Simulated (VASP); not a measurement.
The input files of a VASP run:

KPOINTS:
```
Automatic mesh
0
Gamma
9 9 5
0 0 0
```

POSCAR:
```
PbO
1
    3.5435496005    -0.0000000000     0.0000000000
   -1.7717748003     3.0688042619    -0.0000000000
   -0.0000000000     0.0000000000     6.4214973933
Pb O
2 2
Direct
  0.0000000000   1.0000000000   0.0000000000
  0.0000000000   0.0000000000   0.5000000000
  0.3333330000   0.6666670000   0.2500000000
  0.6666670000   0.3333330000   0.7500000000
```

**INCAR**
```
! general
SYSTEM =PbO
PREC   =Accurate
ENCUT  =520   ! plane-wave cut-off (eV)
LREAL  =F   ! projection in real space or not
LASPH  =T   ! aspherical one-centre terms

! electronic loop
EDIFF  =1E-6   ! SCF stop (eV)
NELM   =100   ! most electronic steps
ALGO   =Normal
LMAXMIX=4   ! l cut-off of mixed one-centre charges

! smearing
ISMEAR =1   ! Methfessel-Paxton
SIGMA  =0.1   ! width (eV)

! functional
GGA    =PS

! ions
IBRION =2
NSW    =60
ISIF   =3   ! ions, shape and volume
EDIFFG =-0.02   ! ionic stop

! output
LWAVE  =F
LCHARG =F
```

POTCAR, in this order: Pb_d O (PBE.64 set). Program: vasp_std.

Q: Translate this PBEsol calculation to Ansatz.

A: One equivalent input (not run):
Ansatz 0.2 input:
```yaml
crystal:
  lattice:
    - [3.5435496, 0.0000000, 0.0000000]
    - [-1.7717748, 3.0688043, 0.0000000]
    - [0.0000000, 0.0000000, 6.4214974]
  atoms:
    - { symbol: Pb, position: [0.0000000, 1.0000000, 0.0000000] }
    - { symbol: Pb, position: [0.0000000, 0.0000000, 0.5000000] }
    - { symbol: O, position: [0.3333330, 0.6666670, 0.2500000] }
    - { symbol: O, position: [0.6666670, 0.3333330, 0.7500000] }
kpoints:
  mp_grid: { grid: [9, 9, 5] }
hamiltonian:
  xc: pbesol
  pseudopotentials: { kind: paw }
scf:
  occupations: { method: methfessel_paxton, width: 0.1 }
  max_iter: 100
relax:
  max_steps: 60
  f_tol: 0.02
  cell: {}
output: { forces: true, stress: true, eigenvalues: true }
```
Limits of the translation: each code has its own PAW files, so the cut-off isn't converted (ENCUT is set for VASP's; basis.ecutwfc is left out, and Ansatz then takes the one that its files recommend); Ansatz stops its SCF on the density residual and VASP on the energy change (EDIFF).

The structure was generated: PbO was put into the NiAs type type (P6_3/mmc), which need not be its known phase. It was relaxed first, which changed the volume by +50 %. The start is the result of an earlier pass.
